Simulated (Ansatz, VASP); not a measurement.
# Re (Rhenium): VASP beside Ansatz

Aim: how closely do two programs agree when they are given the same cell, functional and k mesh? The cell is taken from a series of runs on this material, whose earlier steps may have relaxed, scaled, displaced or heated it; both programs get it as it stands.

Program: Ansatz 0.2.0. Level of theory: plane waves, with VASP 6.6.1 beside it; zone-centre phonons at PBEsol. Results are calculated unless marked as measured.

## (1) Starting point

Symmetry: P6_3/mmc, No. 194, hexagonal system. The conventional cell has a = 2.861 Å, b = 2.861 Å, c = 4.318 Å, α = 90.00°, β = 90.00°, γ = 120.00°. Re has 12 Re at 2.72 to 2.86 Å nearest.

Structure file:

```
Re
1.0
     2.86078    0.00000    0.00000
    -1.43039    2.47751    0.00000
     0.00000    0.00000    4.31814
Re
2
Cartesian
  0.0000 1.6517 1.0795
  1.4304 0.8258 3.2386
```

## (2) VASP: zone-centre phonons, PBEsol

Second derivatives magnify differences that forces hide, and they need a tight electronic threshold.

Lines of VASP's logs that name or quote its potential files are left out, and so is its time.

The input, INCAR:

```
SYSTEM = Re
PREC = Accurate
ENCUT = 600
EDIFF = 1E-08
NELM = 120
ISMEAR = 1
SIGMA = 0.2
LREAL = .FALSE.
ALGO = Normal
GGA = PS
NBANDS = 13
LASPH = .TRUE.
LORBIT = 11
LWAVE = .FALSE.
LCHARG = .FALSE.
ISIF = 2
IBRION = 8
GGA_COMPAT = .FALSE.
KPAR = 2
```

The input, POSCAR:

```
Re
1.0
    2.8607835702      0.0000000000      0.0000000000
   -1.4303917851      2.4775112465      0.0000000000
    0.0000000000      0.0000000000      4.3181412804
Re
2
Direct
    0.3333333333      0.6666666667      0.2500000000
    0.6666666667      0.3333333333      0.7500000000
```

The input, KPOINTS:

```
Automatic mesh
0
Gamma
18 18 12
0 0 0
```

PAW data sets: Re (PBE family, release 64).

On the command line:

```sh
mpirun -np 2 vasp_std
```

Numbers of over 12 decimals in the logs are rounded to 6 here.

Output:

```text
[banner, memory and clock lines left out]
running    2 mpi-ranks, on    1 nodes
 distrk:  each k-point on    1 cores,    2 groups
 distr:  one band on    1 cores,    1 groups

 POSCAR found type information on POSCAR Re
 POSCAR found :  1 types and       2 ions
|                                                                             |
|               ----> ADVICE to this user running VASP <----                  |
|                                                                             |
|     You enforced a specific xc type in the INCAR file but a different       |
|     [... a line on the potential file left out ...]
|     I HOPE YOU KNOW WHAT YOU ARE DOING!                                     |
|                                                                             |

 LDA part: xc-table for (Slater+PW92), standard interpolation
 POSCAR, INCAR and KPOINTS ok, starting setup
 FFT: planning ... GRIDC
 FFT: planning ... GRID_SOFT
 FFT: planning ... GRID
 WAVECAR not read
 entering main loop
       N       E                     dE             d eps       ncg     rms          rms(c)
DAV:   1     0.295914237777E+02    0.29591E+02   -0.72344E+03 12726   0.143E+03
DAV:   2    -0.252077418090E+02   -0.54799E+02   -0.46419E+02 11443   0.319E+02
DAV:   3    -0.280659812831E+02   -0.28582E+01   -0.25280E+01 11837   0.910E+01
DAV:   4    -0.281202666534E+02   -0.54285E-01   -0.52819E-01 10823   0.737E+00
DAV:   5    -0.281210875942E+02   -0.82094E-03   -0.82050E-03 11558   0.121E+00    0.413E+01
DAV:   6    -0.269200276480E+02    0.12011E+01   -0.11401E+00 11918   0.303E+01    0.160E+01
DAV:   7    -0.265623335905E+02    0.35769E+00   -0.66646E-01 12049   0.224E+01    0.658E-01
DAV:   8    -0.265492058250E+02    0.13128E-01   -0.90794E-03 12142   0.106E+00    0.213E-01
DAV:   9    -0.265483708879E+02    0.83494E-03   -0.44748E-04 12405   0.223E-01    0.379E-02
DAV:  10    -0.265483750405E+02   -0.41526E-05   -0.43476E-05 11305   0.728E-02    0.147E-02
DAV:  11    -0.265483757493E+02   -0.70877E-06   -0.89034E-07 12346   0.202E-02    0.253E-03
DAV:  12    -0.265483756269E+02    0.12243E-06   -0.22233E-08  7407   0.522E-03    0.612E-04
DAV:  13    -0.265483756201E+02    0.68115E-08   -0.75971E-09  6800   0.266E-03
   1 F= -.26548376E+02 E0= -.26548461E+02  d E =0.256341E-03
 Linear response reoptimize wavefunctions to high precision
DAV:   1    -0.265483756030E+02    0.17079E-07   -0.20384E-08 11029   0.253E-03
DAV:   2    -0.265483756030E+02   -0.39336E-10   -0.10198E-10  6072   0.155E-04
 Linear response DOF=           2
 Linear response progress:
  Degree of freedom:   1/  2
       N       E                     dE             d eps       ncg     rms          rms(c)
RMM:   1    -0.748190134717E-01   -0.74819E-01   -0.51997E+00 29884   0.148E+02
RMM:   2    -0.143349959709E+00   -0.68531E-01   -0.68236E-02 67090   0.275E+00    0.131E-01
RMM:   3    -0.143208289779E+00    0.14167E-03   -0.20676E-03 67631   0.369E-01    0.885E-02
RMM:   4    -0.142479308964E+00    0.72898E-03   -0.92790E-04 68401   0.320E-01    0.217E-02
RMM:   5    -0.142532350402E+00   -0.53041E-04   -0.42864E-05 65585   0.749E-02    0.835E-03
RMM:   6    -0.142548739585E+00   -0.16389E-04   -0.74996E-06 68575   0.250E-02    0.522E-03
RMM:   7    -0.142558622053E+00   -0.98825E-05   -0.93947E-07 61065   0.137E-02    0.964E-04
RMM:   8    -0.142557053270E+00    0.15688E-05   -0.33670E-07 73014   0.278E-03    0.411E-04
RMM:   9    -0.142556187274E+00    0.86600E-06    0.68779E-08 67368   0.114E-03    0.939E-05
RMM:  10    -0.142556069161E+00    0.11811E-06    0.77520E-08 72839   0.626E-04    0.256E-05
RMM:  11    -0.142556106736E+00   -0.37575E-07    0.66743E-08 70331   0.586E-04    0.787E-06
RMM:  12    -0.142556086615E+00    0.20121E-07    0.65949E-08 71637   0.576E-04    0.345E-06
RMM:  13    -0.142556094053E+00   -0.74376E-08    0.62860E-08 71979   0.583E-04    0.694E-07
 first order change of Fermi-energy  -0.18530E-04
 force on displaced ion       1 direction 1 :  -4.259   0.000   0.000
 Linear response progress:
  Degree of freedom:   2/  2
       N       E                     dE             d eps       ncg     rms          rms(c)
RMM:   1    -0.106160686888E+00   -0.10616E+00   -0.56746E+00 10269   0.154E+02
RMM:   2    -0.180837488151E+00   -0.74677E-01   -0.62357E-02 21750   0.327E+00    0.203E-01
RMM:   3    -0.181954716782E+00   -0.11172E-02   -0.47411E-03 22714   0.582E-01    0.120E-01
RMM:   4    -0.182061243939E+00   -0.10653E-03   -0.46857E-04 24223   0.185E-01    0.489E-02
RMM:   5    -0.182274585717E+00   -0.21334E-03   -0.36678E-04 23996   0.119E-01    0.110E-02
RMM:   6    -0.182267672634E+00    0.69131E-05    0.20953E-05 21015   0.307E-02    0.618E-03
RMM:   7    -0.182295427336E+00   -0.27755E-04   -0.19597E-05 21660   0.162E-02    0.257E-03
RMM:   8    -0.182290350644E+00    0.50767E-05   -0.15938E-07 23588   0.862E-03    0.742E-04
RMM:   9    -0.182287924070E+00    0.24266E-05    0.32081E-06 21324   0.568E-03    0.185E-04
RMM:  10    -0.182288251040E+00   -0.32697E-06   -0.21147E-06 24365   0.155E-03    0.188E-04
RMM:  11    -0.182288090355E+00    0.16069E-06   -0.23623E-07 21611   0.122E-03    0.912E-05
RMM:  12    -0.182287619534E+00    0.47082E-06    0.76459E-07 24262   0.911E-04    0.210E-05
RMM:  13    -0.182287731509E+00   -0.11197E-06    0.24172E-08 24394   0.737E-04    0.163E-05
RMM:  14    -0.182287761338E+00   -0.29829E-07    0.64968E-08 23466   0.727E-04    0.622E-06
RMM:  15    -0.182287764167E+00   -0.28292E-08    0.33919E-09 24710   0.726E-04    0.147E-06
 first order change of Fermi-energy   0.10899E-03
 force on displaced ion       1 direction 3 :  -0.000   0.000  -3.472
 Linear response finished
```

OUTCAR, selected parts (step 2):

```text
ion  position               nearest neighbor table
   1  0.333  0.667  0.250-   2 2.72   2 2.72   2 2.72   2 2.72   2 2.72   2 2.72
   2  0.667  0.333  0.750-   1 2.72   1 2.72   1 2.72   1 2.72   1 2.72   1 2.72

  LATTYP: Found a hexagonal cell.
 ALAT       =     2.8607835702
 C/A-ratio  =     1.5094260626

 Subroutine GETGRP returns: Found 24 space group operations
 (whereof 12 operations were pure point group operations)

The static configuration has the point symmetry D_3d.
 The point group associated with its full space group is D_6h.

 Found    259 irreducible k-points:

   k-points           NKPTS =    259   k-points in BZ     NKDIM =    259   number of bands    NBANDS=     13

   dimension x,y,z NGX =    24 NGY =   24 NGZ =   36
   dimension x,y,z NGXF=    48 NGYF=   48 NGZF=   72

   ENCUT  =  600.0 eV  44.10 Ry    6.64 a.u.   5.71  5.71  8.62*2*pi/ulx,y,z

   NELECT =      14.0000    total number of electrons

 k-points in reciprocal lattice and weights: Automatic mesh
   0.00000000  0.00000000  0.00000000       0.000
   0.05555556  0.00000000  0.00000000       0.002
   0.11111111  0.00000000  0.00000000       0.002
   0.16666667  0.00000000  0.00000000       0.002
   0.22222222 -0.00000000  0.00000000       0.002
   0.27777778 -0.00000000  0.00000000       0.002
   0.33333333 -0.00000000  0.00000000       0.002
   0.38888889  0.00000000  0.00000000       0.002
   0.44444444 -0.00000000  0.00000000       0.002
[...]
0.33333333  0.27777778  0.50000000       0.003
   0.33333333  0.33333333  0.50000000       0.001

 average (electrostatic) potential at core
       1 -39.4910       2 -39.4910

  Total       -4.5833693     -4.5833693     -0.1000251      0.0000000      0.0000000      0.0000000
  in kB     -239.9373990   -239.9373990     -5.2362706      0.0000000      0.0000000      0.0000000
  external PRESSURE =    -161.7036895 kB  Pullay stress =       0.0000000 kB

  energy-cutoff  :      600.00
  volume of cell :       30.61
      direct lattice vectors                 reciprocal lattice vectors
     2.860783570  0.000000000  0.000000000     0.349554580  0.201815431  0.000000000
    -1.430391785  2.477511247  0.000000000     0.000000000  0.403630862  0.000000000
     0.000000000  0.000000000  4.318141280     0.000000000  0.000000000  0.231581121

 POSITION                                       TOTAL-FORCE (eV/Angst)
 -----------------------------------------------------------------------------------
     -0.00000      1.65167      1.07954         0.000000      0.000000      0.000000
      1.43039      0.82584      3.23861        -0.000000     -0.000000      0.000000
 -----------------------------------------------------------------------------------
    total drift:                               -0.000000      0.000000     -0.000000

 Eigenvectors and eigenvalues of the dynamical matrix
 ----------------------------------------------------

   1 f  =    3.343779 THz    21.009585 2PiTHz  111.536474 cm-1    13.828754 meV
             X         Y         Z           dx          dy          dz
     -0.000000  1.651674  1.079535    -0.707107   -0.000000   -0.000000
      1.430392  0.825837  3.238606     0.707107    0.000000   -0.000000

   2 f  =    3.343779 THz    21.009585 2PiTHz  111.536474 cm-1    13.828754 meV
             X         Y         Z           dx          dy          dz
     -0.000000  1.651674  1.079535     0.000000   -0.707107    0.000000
      1.430392  0.825837  3.238606    -0.000000    0.707107    0.000000

   3 f  =    3.019102 THz    18.969575 2PiTHz  100.706390 cm-1    12.485995 meV
             X         Y         Z           dx          dy          dz
     -0.000000  1.651674  1.079535     0.000000    0.000000    0.707107
      1.430392  0.825837  3.238606     0.000000    0.000000   -0.707107

   4 f  =    0.000000 THz     0.000000 2PiTHz    0.000001 cm-1     0.000000 meV
             X         Y         Z           dx          dy          dz
     -0.000000  1.651674  1.079535    -0.133300   -0.529537    0.449245
      1.430392  0.825837  3.238606    -0.133300   -0.529537    0.449245

   5 f  =    0.000000 THz     0.000000 2PiTHz    0.000001 cm-1     0.000000 meV
             X         Y         Z           dx          dy          dz
     -0.000000  1.651674  1.079535     0.628392    0.102714    0.307529
      1.430392  0.825837  3.238606     0.628392    0.102714    0.307529

   6 f/i=    0.000000 THz     0.000000 2PiTHz    0.000001 cm-1     0.000000 meV
             X         Y         Z           dx          dy          dz
     -0.000000  1.651674  1.079535    -0.295559    0.457209    0.451226
      1.430392  0.825837  3.238606    -0.295559    0.457209    0.451226

 ELASTIC MODULI CONTR FROM IONIC RELAXATION (kBar)
 Direction    XX          YY          ZZ          XY          YZ          ZX
 --------------------------------------------------------------------------------
 XX        -152.9988    152.9988     -0.0000     -0.0000      0.0000      0.0000
 YY         152.9988   -152.9988      0.0000      0.0000      0.0000      0.0000
 ZZ          -0.0000      0.0000     -0.0000     -0.0000      0.0000      0.0000
 XY          -0.0000      0.0000     -0.0000   -152.9988      0.0000      0.0000
 YZ           0.0000      0.0000      0.0000      0.0000      0.0000      0.0000
 ZX           0.0000      0.0000      0.0000      0.0000      0.0000      0.0000
 --------------------------------------------------------------------------------
```

The data set Re keeps the semicore shell frozen, which is cheaper and a little less accurate.

## (3) Ansatz: zone-centre phonons, PBEsol

Ansatz runs on its PAW soft_1 files.

The same cell, functional, mesh and smearing now go to Ansatz, which takes its cutoff from its data sets.

The input, input.yaml:

```yaml
crystal:
  lattice:
    - [2.8607835702, 0.0, 0.0]
    - [-1.4303917851, 2.4775112465, 0.0]
    - [0.0, 0.0, 4.3181412804]
  atoms:
    - { symbol: Re, position: [0.3333333333, 0.6666666667, 0.25] }
    - { symbol: Re, position: [0.6666666667, 0.3333333333, 0.75] }
kpoints:
  mp_grid: { grid: [18, 18, 12] }
hamiltonian:
  xc: pbesol
  pseudopotentials: { kind: paw, azcp: { folder: soft_1 }, xc_functional: pbe }
scf:
  occupations: { method: methfessel_paxton, width: 0.2 }
output:
  eigenvalues: true
phonons:
  method: dfpt
```

On the command line:

```sh
ansatz run input.yaml --threads 4 --pin off --max-ram 10240MiB --backend cpu --events-out ev --progress --plain --runs-dir out
```

Output:

```text
zone centre: on kpoints.mp_grid the ground state, and the responses unless they are solved on pairs of k-points, stand on 637 of the mesh's 3888 k-points, reduced under 4 symmetry operations, with k and −k counted as one. Each operation leaves every solved displacement unchanged or reverses it
Engine: ansatz 0.2.0, x86_64-unknown-linux-gnu
Pseudopotentials: kind: paw
Pseudopotential: Re, paw, valence charge 15, recommended cutoff 420 eV (normal), soft_1/Re.paw.azcp
Functional definition: PBEsol
  exchange = pbesol_x
  correlation = pbesol_c
Crystal: 2 atoms, lattice volume = 30.605 Å³
Basis set: ecut = 420 eV, 591 PW (Γ), exchange–correlation on 40×40×60 points (8 copies of the dense FFT grid, shifted against one another)
Bands: 19, of which v1, the nominal top of the filled ones, is band 15 counted from 1 (14 counted from 0)
Symmetry: 24 space group operations
k-points: 637 of 3888 (irreducible under 4 space group operations, time reversal used)
Non-local potential: Re, projectors of the file, l = 0: 3, l = 1: 2, l = 2: 2, l = 3: 1
PAW form: soft (Blöchl's): semilocal exchange-correlation on the pseudo side does not see the compensation charge
PAW frozen core: Re, regenerated for the run's functional, and the local potential with it (the file was generated under x = pbe(κ = 0.804, μ = 0.219515), c = pbe(β = 0.066725))
PAW one-centre angular grid: Re, 590 points (default); XC on 64 Gauss nodes
Initial density: superposition of atomic densities (chi_scale 0.1, normalization cell)
Initial wavefunctions: pseudopotential atomic-orbital guess
Functional: x = pbesol(κ = 0.804, μ = 0.123457), c = pbesol(β = 0.046)
SCF iter   1: F=—  HF=-21477.007790 eV  |F-HF|=—  |Δ(HF+E_count)|=         —  Δρ=6.25e-2  dr2=1.14e0  ethr=3.10e-3  ⟨swp⟩=4.5  Hψ=47530  notcnv=0
preconditioner: auto → none  [metal: Δε(μ)=0.007 eV  Ē_g=6.101 eV  σ=0.200 eV  W_gap=0.03  n_scr=8 (ndim 8)  ℏωp=25.1 eV  f_vac=0.000  D(μ)=2.11/eV (n_scr^D=22)  sad-step TF]
SCF iter   2: F=—  HF=-21476.703824 eV  |F-HF|=—  |Δ(HF+E_count)|=   3.04e-1  S|Δr|=    0.00e0  Δρ=3.62e-2  dr2=3.71e-1  ethr=3.10e-3  ⟨swp⟩=2.0  Hψ=19409  notcnv=0  defer=2
SCF iter   3: F=—  HF=-21476.562450 eV  |F-HF|=—  |Δ(HF+E_count)|=   1.41e-1  S|Δr|=    0.00e0  Δρ=1.87e-3  dr2=3.98e-4  ethr=1.24e-3  ⟨swp⟩=2.9  Hψ=23179  notcnv=0  defer=2
SCF iter   4: F=—  HF=-21476.562790 eV  |F-HF|=—  |Δ(HF+E_count)|=   3.40e-4  S|Δr|=    0.00e0  Δρ=1.79e-4  dr2=1.12e-5  ethr=1.33e-6  ⟨swp⟩=2.2  Hψ=18255  notcnv=0  defer=2
SCF iter   5: F=—  HF=-21476.562785 eV  |F-HF|=—  |Δ(HF+E_count)|=   5.29e-6  S|Δr|=    0.00e0  Δρ=2.91e-5  dr2=1.65e-7  ethr=3.74e-8  ⟨swp⟩=2.0  Hψ=16492  notcnv=0  defer=2
SCF iter   6: F=—  HF=-21476.562785 eV  |F-HF|=—  |Δ(HF+E_count)|=   6.17e-8  S|Δr|=    0.00e0  Δρ=6.55e-6  dr2=1.03e-8  ethr=5.49e-10  ⟨swp⟩=2.7  Hψ=22491  notcnv=0  defer=2
SCF iter   7: F=—  HF=-21476.562785 eV  |F-HF|=—  |Δ(HF+E_count)|=   1.99e-9  S|Δr|=    0.00e0  Δρ=1.28e-6  dr2=3.34e-10  ethr=3.44e-11  ⟨swp⟩=2.1  Hψ=17233  notcnv=0  defer=2
SCF iter   8: F=-21476.562785 eV  HF=-21476.562785 eV  |F-HF|=7.28e-12  |Δ(HF+E_count)|=  1.13e-10  S|Δr|=    0.00e0  Δρ=1.09e-7  dr2=1.72e-12  ethr=1.00e-12  ⟨swp⟩=4.0  Hψ=57071  notcnv=0
SCF 1 converged in 8 iterations: F = -21476.562785 eV  dr2 = 1.72e-12
  greatest PAW one-centre occupation: 0.999 electrons in one spin orbital (limit 2), on the Re atom at site 1 (counted from 0), in its partial waves of l = 0
DFPT response loops at Γ: preconditioner auto → Kerker (q_TF=auto, 2.719 Å⁻¹) (partly filled bands, converged f_vac=0.000); β = 1.00, the filter's whole step (`scf.mixing.beta` (0.50) is not read by the response loops under this deck's `scf.mixing.preconditioner`; to damp them name `kerker` or `kerker_dos`, under which they read `scf.mixing.beta`, and type it under 1.00, their step now; both keys bind the ground state too); Broyden in place of MSR1
SCF converged after 8 iterations
Stability not checked: this state was not tested for a lower state beside it, because cold or Methfessel-Paxton smearing, or corrected tetrahedra, fill the levels in a way that the test cannot read (fill_not_monotonic; see scf.lower_state_search)
Free energy (F): -21476.562785 eV
Harris-Foulkes:  -21476.562785 eV  (|F-HF|=7.28e-12)
Internal energy: -21476.563080 eV  (E = F + TS)
E sigma→0 (E₀):  -21476.562859 eV
Entropy (-TS):   0.000296 eV (0.148 meV/atom)
Fermi energy:    22.742270 eV
--- Per-component energies (eV) ---
  E_band       = -177.154715
  E_kinetic    = 1042.246316
  E_local      = -1619.848042  (includes V_loc(G=0)·N_el)
  E_nonlocal   = 165.172649
  E_hartree    = 560.227417
  E_xc         = -707.120369
  E_vxc        = -578.280698  (∫ρ·V_xc dr)
  E_paw        = -17151.745427  (= ΣΔE_a)
  E_vpaw       = -306.899923  (= ΣTr[D̂ρ^β])
  E_aug_tail   = 0.000102  (compensation charges beyond the density's cutoff)
  E_ewald      = -3765.962380
  E_core_change = 0.466653  (= ΣΔE_core)
  E_smearing   = 0.000296  (= −TS)
  E_closure    = -0.000000  (closes the sum)
  Σ components = -21476.562785   (vs F -21476.562785, Δ=0.00e0)
--- Band table (eV; the first three rows and the last of 637) ---
  k-point 0: bands = [... 11 lower, 21.1618, 22.0879, 22.1447, 22.1447, 22.3978, 22.3978, 24.0841, 25.9761]
  k-point 1: bands = [... 11 lower, 21.0704, 22.0239, 22.0671, 22.0671, 22.5780, 22.5780, 23.8036, 26.0138]
  k-point 2: bands = [... 11 lower, 20.9021, 21.8426, 21.8619, 21.8619, 23.0076, 23.0076, 23.1072, 26.0884]
  k-point 636: bands = [... 11 lower, 19.7109, 20.7018, 20.7018, 22.6252, 22.6252, 26.4829, 26.4829, 28.5313]
--- Phonons (Γ-DFPT): 2 representative perturbations + reference, on 637 of 3888 k-points (Σ response iterations 5) ---
  k mesh reduced under 4 symmetry operations, with k and −k counted as one. Each operation leaves every solved displacement unchanged or reverses it
  ASR residual: 1.352e-4 → 0.000e0 eV/Å²; symmetrization residual: 2.371e-13 eV/Å²
  ASR residual per site (eV/Å²): 1.35e-4 1.35e-4
  Γ frequencies (cm⁻¹): 0.00 0.00 0.00 106.62 113.41 113.41
  non-analytic LO–TO correction: not included (Born effective charges unavailable; polar crystals: no LO–TO splitting at Γ)
```

In the SCF lines HF is the Harris–Foulkes energy and dr2 the Hartree energy of the density residual, in eV; the loop may stop once dr2 is under the threshold and the program's other checks hold. Hψ counts applications of the Hamiltonian.

## (4) Side by side

Known differences besides the potentials themselves: the data sets hold 30 valence electrons in Ansatz (on its PAW soft_1 files) and 14 in VASP; the cutoff is 420 eV in Ansatz and 600 eV in VASP; Ansatz makes its cores anew for this functional, VASP keeps those of its PBE data sets. Total energies have different zeros and are not compared.

The two programs side by side:

| quantity | Ansatz | VASP | difference |
| --- | --- | --- | --- |
| optical mode 1 (cm⁻¹) | 106.6 | 100.7 | +5.87 % |
| optical mode 2 to 3 (cm⁻¹) | 113.4 | 111.5 | +1.68 % |

Modes are paired by rising frequency, not by their patterns, so a pair may set unlike modes beside each other; they are those without the splitting of longitudinal modes.

## (5) Outcome

```yaml
r_m_s_difference_of_the_optical_zone_centre_modes_each_program_s_sorted_by_frequency_zone_centre_phonons_pbesol: 3.7 cm⁻¹
difference_in_optical_mode_1_zone_centre_phonons_pbesol: +5.9 %
```

In words: The r.m.s. difference of the optical zone-centre modes, each program's sorted by frequency is 3.7 cm⁻¹ (zone-centre phonons, PBEsol). The data sets hold unlike numbers of valence electrons (30 in Ansatz and 14 in VASP), so part of the differences comes from the potentials. Among the rows given in per cent, the largest difference of the zone-centre phonons, PBEsol pair is in optical mode 1, +5.9 %. How closely two codes agree says nothing of how well the functional describes the real material.

[Lines on the potential files, build, host, timing and source positions are cut from VASP's logs without a mark.]

[Logs are printed without paths, hosts, clocks, repeated set-up lines and the standing remarks that a program may print on its own settings, such as how far it seeks lower states.]

[Hosts, paths, dates, database ids (printed as entryN), source tags and the programs' standing remarks are cut or masked in the printed files.]
